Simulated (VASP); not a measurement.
An input for Quantum ESPRESSO's pw.x (written as the equivalent of a VASP run, and not itself run):

```
&CONTROL
  calculation = 'vc-relax'
  pseudo_dir = './pseudo'
  outdir = './out'
  tprnfor = .true.
  tstress = .true.
  nstep = 30
  forc_conv_thr = 0.00039
/
&SYSTEM
  ibrav = 0
  nat = 6
  ntyp = 3
  ecutwfc = 96
  occupations = 'smearing'
  smearing = 'gaussian'
  degauss = 0.003675
  input_dft = 'vdw-df-obk8'
  nspin = 2
  starting_magnetization(1) = 0.45
  starting_magnetization(2) = -0.45
/
&ELECTRONS
  conv_thr = 7.3e-09
  electron_maxstep = 100
/
&IONS
/
&CELL
  cell_dofree = 'shape'
/
ATOMIC_SPECIES
  Mn1 54.938 Mn.upf
  Mn2 54.938 Mn.upf
  F 18.998 F.upf
CELL_PARAMETERS angstrom
     4.8200201    0.0000000    0.0000000
     0.0000000    4.8200201    0.0000000
     0.0000000    0.0000000    3.2769779
ATOMIC_POSITIONS crystal
  Mn1  0.0000000  0.0000000  0.0000000
  Mn2  0.5000000  0.5000000  0.5000000
  F    0.3030959  0.3030959  0.0000000
  F    0.8030959  0.1969041  0.5000000
  F    0.1969041  0.8030959  0.5000000
  F    0.6969041  0.6969041  0.0000000
K_POINTS automatic
  5 5 7 0 0 0
```

### Question
Translate this input to VASP (INCAR, KPOINTS, POSCAR, choice of POTCAR).

### Answer
One answer among several that fit: 
### POSCAR
```
MnF2
1.0
  4.8200201499   0.0000000000   0.0000000000
  0.0000000000   4.8200201499   0.0000000000
  0.0000000000   0.0000000000   3.2769779244
Mn F
2 4
Cartesian
  0.0000000000   0.0000000000   0.0000000000
  2.4100100750   2.4100100750   1.6384889622
  1.4609281901   1.4609281901   0.0000000000
  3.8709382651   0.9490818848   1.6384889622
  0.9490818848   3.8709382651   1.6384889622
  3.3590919598   3.3590919598   0.0000000000
```

### KPOINTS
```
kpoints
0
gamma
  5 5 7
0 0 0
```

INCAR:
```
LWAVE = .FALSE.
MAGMOM = 4.5 -4.5 -0.0 0.0 0.0 -0.0
PREC = Accurate
LORBIT = 10
EDIFFG = -0.01   ! ionic stop
ISIF = 4   ! ions and shape, fixed volume
EDIFF = 1E-7
NSW = 30
NELM = 100   ! most electronic steps
PARAM1 = 0.1833333333
ISPIN = 2   ! spin-polarised
ENCUT = 520   ! plane-wave cut-off (eV)
ALGO = Normal   ! blocked Davidson
GGA = BO
PARAM2 = 0.22
LCHARG = .FALSE.
IBRION = 2   ! conjugate gradients
ISMEAR = 0   ! Gaussian
LUSE_VDW = .TRUE.
LREAL = .FALSE.   ! projection in real space or not
SIGMA = 0.05
AGGAC = 0.0
LASPH = .TRUE.   ! aspherical one-centre terms
SYSTEM = MnF2
LMAXMIX = 4
```

POTCAR, in this order: Mn_pv F (PBE.64 set). Program: vasp_std.

What does not carry over: the potentials are each code's own (VASP's PAW set, PseudoDojo norm-conserving files in pw.x), so ENCUT and ecutwfc are chosen apart and not converted; conv_thr bounds pw.x's estimated SCF error, while EDIFF bounds the energy change between steps; starting_magnetization is a fraction of the valence charge and MAGMOM a moment in μB, so they match only roughly; forc_conv_thr acts on force components and is met together with etot_conv_thr.

The compound is MnF2 in the rutile structure. This cell is one point of a volume scan, at 0.97 of the reference volume. Symmetry was kept, so distortions that lower it aren't found.
